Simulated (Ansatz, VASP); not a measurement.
# BeHg in two plane-wave programs

One calculation is typed for both programs; each brings its own data sets. How far apart do they land? The cell is generated by rule, not measured, and may not be a known phase. The cell is taken from a series of runs on this material, whose earlier steps may have relaxed, scaled, displaced or heated it; both programs get it as it stands. Other levels of theory on this material are compared in a session of their own.

Method: plane waves, with VASP 6.6.1 beside it; zone-centre phonons at PBEsol, in Ansatz 0.2.0.

The structure was built from a prototype and need not be the compound's stable phase.

### Step 1. The starting structure

Symmetry: Pm-3m, No. 221, cubic system. Conventional cell: a = 3.080 Å, b = 3.080 Å, c = 3.080 Å, α = 90.00°, β = 90.00°, γ = 90.00°. Nearest to Be lie 8 Hg at 2.67 Å. Hg has 8 Be at 2.67 Å nearest. Farther neighbours are not listed.

### Step 2. VASP: zone-centre phonons, PBEsol

Second derivatives magnify differences that forces hide, and they need a tight electronic threshold.

Lines of VASP's logs that name or quote its potential files are left out, and so is its time.

Contents of INCAR:

```
SYSTEM = BeHg
PREC = Accurate
ENCUT = 600
EDIFF = 1E-08
NELM = 120
ISMEAR = 1
SIGMA = 0.15
LREAL = .FALSE.
ALGO = Normal
GGA = PS
NBANDS = 13
LORBIT = 11
LWAVE = .FALSE.
LCHARG = .FALSE.
ISIF = 2
IBRION = 8
LASPH = .TRUE.
GGA_COMPAT = .FALSE.
KPAR = 2
```

Contents of POSCAR:

```
BeHg
1.0
    3.0800949983      0.0000000000      0.0000000000
    0.0000000000      3.0800949983      0.0000000000
    0.0000000000      0.0000000000      3.0800949983
Be Hg
1 1
Direct
    0.5000000000      0.5000000000      0.5000000000
    0.0000000000      0.0000000000      0.0000000000
```

Contents of KPOINTS:

```
Automatic mesh
0
Gamma
12 12 12
0 0 0
```

The projector-augmented-wave data sets are Be and Hg (PBE family, release 64).

On the command line:

```sh
mpirun -np 2 vasp_std
```

Numbers of over 12 decimals in the logs are rounded to 6 here.

What it wrote:

```text
[banner, memory and clock lines left out]
running    2 mpi-ranks, on    1 nodes
 distrk:  each k-point on    1 cores,    2 groups
 distr:  one band on    1 cores,    1 groups

 POSCAR found type information on POSCAR BeHg
 POSCAR found :  2 types and       2 ions
|                                                                             |
|               ----> ADVICE to this user running VASP <----                  |
|                                                                             |
|     You enforced a specific xc type in the INCAR file but a different       |
|     [... a line on the potential file left out ...]
|     I HOPE YOU KNOW WHAT YOU ARE DOING!                                     |
|                                                                             |

 LDA part: xc-table for (Slater+PW92), standard interpolation
 POSCAR, INCAR and KPOINTS ok, starting setup
 FFT: planning ... GRIDC
 FFT: planning ... GRID_SOFT
 FFT: planning ... GRID
 WAVECAR not read
 entering main loop
       N       E                     dE             d eps       ncg     rms          rms(c)
DAV:   1     0.839788977609E+02    0.83979E+02   -0.79166E+03  2264   0.115E+03
DAV:   2    -0.234171252397E+01   -0.86321E+02   -0.78385E+02  2399   0.252E+02
DAV:   3    -0.411154638672E+01   -0.17698E+01   -0.17657E+01  2659   0.382E+01
DAV:   4    -0.411415544640E+01   -0.26091E-02   -0.26088E-02  2362   0.161E+00
DAV:   5    -0.411416042966E+01   -0.49833E-05   -0.49836E-05  2679   0.692E-02    0.765E+00
DAV:   6    -0.370666871594E+01    0.40749E+00   -0.11107E+00  2504   0.133E+01    0.571E+00
DAV:   7    -0.368627294717E+01    0.20396E-01   -0.55023E-02  2449   0.199E+00    0.293E+00
DAV:   8    -0.367970521002E+01    0.65677E-02   -0.49934E-03  2329   0.911E-01    0.823E-02
DAV:   9    -0.367964996845E+01    0.55242E-04   -0.20687E-04  2584   0.181E-01    0.248E-02
DAV:  10    -0.367964266030E+01    0.73082E-05   -0.25899E-05  2419   0.614E-02    0.131E-02
DAV:  11    -0.367964264873E+01    0.11567E-07   -0.12050E-06  2479   0.986E-03    0.373E-03
DAV:  12    -0.367964263785E+01    0.10878E-07   -0.10972E-07  2528   0.392E-03    0.155E-03
DAV:  13    -0.367964266015E+01   -0.22297E-07   -0.76582E-09  1436   0.813E-04    0.698E-05
DAV:  14    -0.367964266107E+01   -0.92109E-09   -0.54948E-10  1272   0.300E-04
   1 F= -.36796427E+01 E0= -.36793848E+01  d E =-.773521E-03
 Linear response reoptimize wavefunctions to high precision
DAV:   1    -0.367964265953E+01    0.15445E-08   -0.69558E-11  1357   0.106E-04
DAV:   2    -0.367964265954E+01   -0.14097E-10   -0.36855E-12  1237   0.185E-05
 Linear response DOF=           2
 Linear response progress:
  Degree of freedom:   1/  2
       N       E                     dE             d eps       ncg     rms          rms(c)
RMM:   1    -0.704162885292E-02   -0.70416E-02    0.22137E-03 10319   0.457E-01
RMM:   2    -0.701479156217E-02    0.26837E-04   -0.12907E-04  7867   0.808E-02    0.432E-02
RMM:   3    -0.699969499029E-02    0.15097E-04   -0.56716E-05  8005   0.471E-02    0.204E-02
RMM:   4    -0.703502972205E-02   -0.35335E-04   -0.30481E-05  8045   0.341E-02    0.501E-03
RMM:   5    -0.703849772822E-02   -0.34680E-05   -0.39985E-07  8170   0.495E-03    0.335E-04
RMM:   6    -0.703784751303E-02    0.65022E-06   -0.15927E-09  8252   0.288E-04    0.185E-04
RMM:   7    -0.703721644495E-02    0.63107E-06   -0.35267E-10  8098   0.167E-04    0.908E-06
RMM:   8    -0.703721395474E-02    0.24902E-08    0.42326E-12  8233   0.113E-05    0.422E-06
 first order change of Fermi-energy   0.64811E-04
 force on displaced ion       1 direction 1 :  -1.524  -0.000   0.000
 Linear response progress:
  Degree of freedom:   2/  2
       N       E                     dE             d eps       ncg     rms          rms(c)
RMM:   1    -0.362701295948E+00   -0.36270E+00   -0.13023E-01  7556   0.288E+00
RMM:   2    -0.362793141847E+00   -0.91846E-04   -0.57551E-04  7841   0.206E-01    0.604E-02
RMM:   3    -0.362348852528E+00    0.44429E-03   -0.77952E-05  8443   0.618E-02    0.323E-02
RMM:   4    -0.362010762786E+00    0.33809E-03   -0.72338E-05  8270   0.585E-02    0.940E-03
RMM:   5    -0.361988352795E+00    0.22410E-04   -0.12871E-06  8328   0.773E-03    0.108E-03
RMM:   6    -0.361970451563E+00    0.17901E-04   -0.66314E-08  8628   0.184E-03    0.745E-04
RMM:   7    -0.361962826559E+00    0.76250E-05   -0.67068E-09  8589   0.608E-04    0.297E-05
RMM:   8    -0.361962678953E+00    0.14761E-06   -0.20205E-10  9102   0.486E-05    0.196E-05
RMM:   9    -0.361962682976E+00   -0.40234E-08   -0.20521E-10  8643   0.161E-05    0.552E-07
 first order change of Fermi-energy   0.19183E-03
 force on displaced ion       2 direction 1 :  -1.533  -0.000   0.000
 Linear response finished
```

OUTCAR, selected parts (step 2):

```text
ion  position               nearest neighbor table
   1  0.500  0.500  0.500-   2 2.67   2 2.67   2 2.67   2 2.67   2 2.67   2 2.67   2 2.67   2 2.67

  LATTYP: Found a simple cubic cell.
 ALAT       =     3.0800949983

 Subroutine GETGRP returns: Found 48 space group operations
 (whereof 48 operations were pure point group operations)

The static configuration has the point symmetry O_h .

 Found     84 irreducible k-points:

   k-points           NKPTS =     84   k-points in BZ     NKDIM =     84   number of bands    NBANDS=     13

   dimension x,y,z NGX =    28 NGY =   28 NGZ =   28
   dimension x,y,z NGXF=    56 NGYF=   56 NGZF=   56

   ENCUT  =  600.0 eV  44.10 Ry    6.64 a.u.   6.15  6.15  6.15*2*pi/ulx,y,z

   NELECT =      14.0000    total number of electrons

 k-points in reciprocal lattice and weights: Automatic mesh
   0.00000000  0.00000000  0.00000000       0.001
   0.08333333  0.00000000  0.00000000       0.003
   0.16666667  0.00000000  0.00000000       0.003
   0.25000000  0.00000000  0.00000000       0.003
   0.33333333  0.00000000  0.00000000       0.003
   0.41666667  0.00000000  0.00000000       0.003
   0.50000000  0.00000000  0.00000000       0.002
   0.08333333  0.08333333  0.00000000       0.007
   0.16666667  0.08333333  0.00000000       0.014
[...]
0.50000000  0.50000000  0.41666667       0.003
   0.50000000  0.50000000  0.50000000       0.001

 average (electrostatic) potential at core
       1 -36.1058       2 -39.0150

  Total        0.1116867      0.1116867      0.1116867      0.0000000      0.0000000      0.0000000
  in kB        6.1237791      6.1237791      6.1237791      0.0000000      0.0000000      0.0000000
  external PRESSURE =       6.1237791 kB  Pullay stress =       0.0000000 kB

  energy-cutoff  :      600.00
  volume of cell :       29.22
      direct lattice vectors                 reciprocal lattice vectors
     3.080094998  0.000000000  0.000000000     0.324665311  0.000000000  0.000000000
     0.000000000  3.080094998  0.000000000     0.000000000  0.324665311  0.000000000
     0.000000000  0.000000000  3.080094998     0.000000000  0.000000000  0.324665311

 POSITION                                       TOTAL-FORCE (eV/Angst)
 -----------------------------------------------------------------------------------
      1.54005      1.54005      1.54005         0.000000      0.000000      0.000000
      0.00000      0.00000      0.00000         0.000000      0.000000      0.000000
 -----------------------------------------------------------------------------------
    total drift:                               -0.000000     -0.000000     -0.000000

 Eigenvectors and eigenvalues of the dynamical matrix
 ----------------------------------------------------

   1 f  =    6.572896 THz    41.298722 2PiTHz  219.248202 cm-1    27.183300 meV
             X         Y         Z           dx          dy          dz
      1.540047  1.540047  1.540047     0.758725   -0.617326    0.000000
      0.000000  0.000000  0.000000    -0.161307    0.131245    0.000000

   2 f  =    6.572896 THz    41.298722 2PiTHz  219.248202 cm-1    27.183300 meV
             X         Y         Z           dx          dy          dz
      1.540047  1.540047  1.540047     0.617326    0.758725    0.000000
      0.000000  0.000000  0.000000    -0.131245   -0.161307    0.000000

   3 f  =    6.572896 THz    41.298722 2PiTHz  219.248202 cm-1    27.183300 meV
             X         Y         Z           dx          dy          dz
      1.540047  1.540047  1.540047     0.000000   -0.000000   -0.978138
      0.000000  0.000000  0.000000     0.000000   -0.000000    0.207955

   4 f/i=    0.003964 THz     0.024906 2PiTHz    0.132224 cm-1     0.016394 meV
             X         Y         Z           dx          dy          dz
      1.540047  1.540047  1.540047     0.017652   -0.204093   -0.035776
      0.000000  0.000000  0.000000     0.083029   -0.959971   -0.168277

   5 f/i=    0.003964 THz     0.024906 2PiTHz    0.132224 cm-1     0.016394 meV
             X         Y         Z           dx          dy          dz
      1.540047  1.540047  1.540047     0.207182    0.017919    0.000000
      0.000000  0.000000  0.000000     0.974500    0.084285    0.000000

   6 f/i=    0.003964 THz     0.024906 2PiTHz    0.132224 cm-1     0.016394 meV
             X         Y         Z           dx          dy          dz
      1.540047  1.540047  1.540047     0.003083   -0.035643    0.204855
      0.000000  0.000000  0.000000     0.014500   -0.167651    0.963555

 ELASTIC MODULI CONTR FROM IONIC RELAXATION (kBar)
 Direction    XX          YY          ZZ          XY          YZ          ZX
 --------------------------------------------------------------------------------
 XX           0.0000      0.0000      0.0000      0.0000      0.0000      0.0000
 YY           0.0000      0.0000      0.0000      0.0000      0.0000      0.0000
 ZZ           0.0000      0.0000      0.0000      0.0000      0.0000      0.0000
 XY           0.0000      0.0000      0.0000      0.0000      0.0000      0.0000
 YZ           0.0000      0.0000      0.0000      0.0000      0.0000      0.0000
 ZX           0.0000      0.0000      0.0000      0.0000      0.0000      0.0000
 --------------------------------------------------------------------------------
```

Energies printed during the response cycles are not total energies of the cell.

### Step 3. Ansatz: zone-centre phonons, PBEsol

Ansatz runs on norm-conserving files, of PseudoDojo where its log says so.

The same cell, functional, mesh and smearing now go to Ansatz, which takes its cutoff from its data sets.

Contents of input.yaml:

```yaml
crystal:
  lattice:
    - [3.0800949983, 0.0, 0.0]
    - [0.0, 3.0800949983, 0.0]
    - [0.0, 0.0, 3.0800949983]
  atoms:
    - { symbol: Be, position: [0.5, 0.5, 0.5] }
    - { symbol: Hg, position: [0.0, 0.0, 0.0] }
kpoints:
  mp_grid: { grid: [12, 12, 12] }
hamiltonian:
  xc: pbesol
  pseudopotentials: { kind: nc, accuracy: standard }
scf:
  occupations: { method: methfessel_paxton, width: 0.15 }
output:
  eigenvalues: true
phonons:
  method: dfpt
```

On the command line:

```sh
ansatz run input.yaml --threads 4 --pin off --max-ram 7168MiB --backend cpu --events-out ev --progress --plain --runs-dir out
```

What it wrote:

```text
Engine: ansatz 0.2.0, aarch64-unknown-linux-gnu
Pseudopotentials: kind: nc
Pseudopotential: Be, nc, valence charge 4, recommended cutoff 1197.300995 eV (normal), Be.nc.azcp (PseudoDojo's, or run here from an input of PseudoDojo's; its table is named by hamiltonian.pseudopotentials.accuracy)
Pseudopotential: Hg, nc, valence charge 20, recommended cutoff 897.975746 eV (normal), Hg.nc.azcp (PseudoDojo's, or run here from an input of PseudoDojo's; its table is named by hamiltonian.pseudopotentials.accuracy)
Functional definition: PBEsol
  exchange = pbesol_x
  correlation = pbesol_c
Crystal: 2 atoms, lattice volume = 29.221 Å³
Basis set: ecut = 1197.300995 eV, 2777 PW (Γ), exchange–correlation on 72×72×72 points (8 copies of the dense FFT grid, shifted against one another)
Bands: 16, of which v1, the nominal top of the filled ones, is band 12 counted from 1 (11 counted from 0)
Symmetry: 48 space group operations
k-points: 196 of 1728 (irreducible under 8 space group operations, time reversal used)
Non-local potential: Be, projectors of the file, l = 0: 2, l = 1: 2
Non-local potential: Hg, projectors of the file, l = 0: 2, l = 1: 2, l = 2: 2, l = 3: 1
Initial density: superposition of atomic densities (chi_scale 0.1, normalization cell, long waves kept (reshape's long-wave potential 0.00 eV rms))
Initial wavefunctions: pseudopotential atomic-orbital guess
Functional: x = pbesol(κ = 0.804, μ = 0.123457), c = pbesol(β = 0.046)
SCF iter   1: F=—  HF=-4909.675260 eV  |F-HF|=—  |Δ(HF+E_count)|=         —  Δρ=6.81e-2  dr2=2.01e0  ethr=3.10e-3  ⟨swp⟩=6.5  Hψ=19304  notcnv=0
preconditioner: auto → none  [insulator: Δε(μ)=0.120 eV  Ē_g=11.287 eV  σ=0.150 eV  W_gap=0.55  n_scr=6 (ndim 8)  ℏωp=25.7 eV  f_vac=0.000  D(μ)=0.30/eV (n_scr^D=0)  ε∞_Penn≈6.2]
SCF iter   2: F=—  HF=-4909.125180 eV  |F-HF|=—  |Δ(HF+E_count)|=   5.50e-1  S|Δr|=    0.00e0  Δρ=3.74e-2  dr2=2.83e-1  ethr=3.10e-3  ⟨swp⟩=3.7  Hψ=8482  notcnv=0  defer=8
SCF iter   3: F=—  HF=-4909.029845 eV  |F-HF|=—  |Δ(HF+E_count)|=   9.53e-2  S|Δr|=    0.00e0  Δρ=1.09e-2  dr2=9.96e-3  ethr=1.18e-3  ⟨swp⟩=3.3  Hψ=7612  notcnv=0  defer=11
SCF iter   4: F=—  HF=-4909.028348 eV  |F-HF|=—  |Δ(HF+E_count)|=   1.50e-3  S|Δr|=    0.00e0  Δρ=1.67e-3  dr2=3.38e-4  ethr=4.15e-5  ⟨swp⟩=2.5  Hψ=5467  notcnv=0  defer=11
SCF iter   5: F=—  HF=-4909.028374 eV  |F-HF|=—  |Δ(HF+E_count)|=   2.59e-5  S|Δr|=    0.00e0  Δρ=1.97e-4  dr2=9.26e-6  ethr=1.41e-6  ⟨swp⟩=2.3  Hψ=4636  notcnv=0  defer=11
SCF iter   6: F=—  HF=-4909.028384 eV  |F-HF|=—  |Δ(HF+E_count)|=   1.06e-5  S|Δr|=    0.00e0  Δρ=4.64e-5  dr2=5.10e-7  ethr=3.86e-8  ⟨swp⟩=2.6  Hψ=5523  notcnv=0  defer=11
SCF iter   7: F=—  HF=-4909.028383 eV  |F-HF|=—  |Δ(HF+E_count)|=   1.36e-6  S|Δr|=    0.00e0  Δρ=1.13e-5  dr2=2.19e-8  ethr=2.13e-9  ⟨swp⟩=2.3  Hψ=4953  notcnv=0  defer=11
SCF iter   8: F=—  HF=-4909.028383 eV  |F-HF|=—  |Δ(HF+E_count)|=   8.58e-9  S|Δr|=    0.00e0  Δρ=9.90e-7  dr2=1.23e-10  ethr=9.14e-11  ⟨swp⟩=2.0  Hψ=5378  notcnv=0  defer=11
SCF iter   9: F=-4909.028383 eV  HF=-4909.028383 eV  |F-HF|=9.09e-13  |Δ(HF+E_count)|=  1.27e-11  S|Δr|=    0.00e0  Δρ=1.21e-7  dr2=1.36e-12  ethr=1.00e-12  ⟨swp⟩=10.2  Hψ=21759  notcnv=0
SCF 1 converged in 9 iterations: F = -4909.028383 eV  dr2 = 1.36e-12
DFPT response loops at Γ: preconditioner auto → Kerker (q_TF=auto, 2.640 Å⁻¹) (partly filled bands, converged f_vac=0.000); β = 1.00, the filter's whole step (`scf.mixing.beta` (0.50) is not read by the response loops under this deck's `scf.mixing.preconditioner`; to damp them name `kerker` or `kerker_dos`, under which they read `scf.mixing.beta`, and type it under 1.00, their step now; both keys bind the ground state too); Broyden in place of MSR1
SCF converged after 9 iterations
Stability not checked: this state was not tested for a lower state beside it, because cold or Methfessel-Paxton smearing, or corrected tetrahedra, fill the levels in a way that the test cannot read (fill_not_monotonic; see scf.lower_state_search)
Free energy (F): -4909.028383 eV
Harris-Foulkes:  -4909.028383 eV  (|F-HF|=9.09e-13)
Internal energy: -4909.027664 eV  (E = F + TS)
E sigma→0 (E₀):  -4909.028203 eV
Entropy (-TS):   -0.000719 eV (-0.359 meV/atom)
Fermi energy:    15.916309 eV
--- Per-component energies (eV) ---
  E_band       = -547.982258
  E_kinetic    = 1524.394385
  E_local      = -3577.177255  (includes V_loc(G=0)·N_el)
  E_nonlocal   = -111.539599
  E_hartree    = 1125.287024
  E_xc         = -811.037322
  E_vxc        = -634.233898  (∫ρ·V_xc dr)
  E_ewald      = -3058.954898
  E_smearing   = -0.000719  (= −TS)
  E_closure    = -0.000000  (closes the sum)
  Σ components = -4909.028383   (vs F -4909.028383, Δ=0.00e0)
--- Band table (eV; the first three rows and the last of 196) ---
  k-point 0: bands = [... 8 lower, 8.2633, 8.2633, 8.2633, 18.3177, 18.3177, 18.3177, 23.7234, 25.8509]
  k-point 1: bands = [... 8 lower, 8.2063, 8.2063, 8.2680, 17.6638, 18.4919, 18.4919, 23.9144, 25.7589]
  k-point 2: bands = [... 8 lower, 8.0560, 8.0560, 8.2810, 16.2231, 18.9922, 18.9922, 24.1169, 25.5075]
  k-point 195: bands = [... 8 lower, 8.9807, 8.9807, 17.3862, 17.3862, 17.3862, 17.4901, 17.6607, 18.5800]
--- Phonons (Γ-DFPT): 2 representative perturbations + reference, on 196 of 1728 k-points (Σ response iterations 7) ---
  k mesh reduced under 8 symmetry operations, with k and −k counted as one. Each operation leaves every solved perturbation unchanged. A smaller set is not used because it would not reduce the number of displacements times k-points to solve
  ASR residual: 3.339e-4 → 0.000e0 eV/Å²; symmetrization residual: 7.905e-6 eV/Å²
  ASR residual per site (eV/Å²): 8.44e-6 3.34e-4
  Γ frequencies (cm⁻¹): 0.00 0.00 0.00 216.18 216.18 216.18
  non-analytic LO–TO correction: not included (Born effective charges unavailable; polar crystals: no LO–TO splitting at Γ)
```

The column dr2 measures how far the density is from self-consistency, as an energy; F and HF (Harris–Foulkes) agree once it is small.

### Step 4. Differences

Known differences besides the potentials themselves: the data sets hold 24 valence electrons in Ansatz (on norm-conserving files, of PseudoDojo where its log says so) and 14 in VASP; the cutoff is 1197.3 eV in Ansatz and 600 eV in VASP. Total energies have different zeros and are not compared.

Both answers:

```csv
quantity,Ansatz,VASP,difference
optical mode 1 to 3 (cm⁻¹),216.2,219.2,-1.40 %
```

Modes are paired by rising frequency, not by their patterns, so a pair may set unlike modes beside each other; they are those without the splitting of longitudinal modes.

### Step 5. Results

```json
{
 "r.m.s. difference of the optical zone-centre modes, each program's sorted by frequency (zone-centre phonons, PBEsol)": "3.1 cm⁻¹",
 "difference in optical mode 1 to 3 (zone-centre phonons, PBEsol)": "-1.4 %"
}
```

What this shows: The r.m.s. difference of the optical zone-centre modes, each program's sorted by frequency is 3.1 cm⁻¹ (zone-centre phonons, PBEsol). The data sets hold unlike numbers of valence electrons (24 in Ansatz and 14 in VASP), so part of the differences comes from the potentials. Among the rows given in per cent, the largest difference of the zone-centre phonons, PBEsol pair is in optical mode 1 to 3, -1.4 %. 5 further runs of this series are not shown here. Such differences can come from data sets, numerical settings and the points named under the comparisons, not from the functional's error against experiment.

[Lines on the potential files, build, host, timing and source positions are cut from VASP's logs without a mark.]

[Logs are printed without paths, hosts, clocks, repeated set-up lines and the standing remarks that a program may print on its own settings, such as how far it seeks lower states.]

[Hosts, paths, dates, database ids (printed as entryN), source tags and the programs' standing remarks are cut or masked in the printed files.]
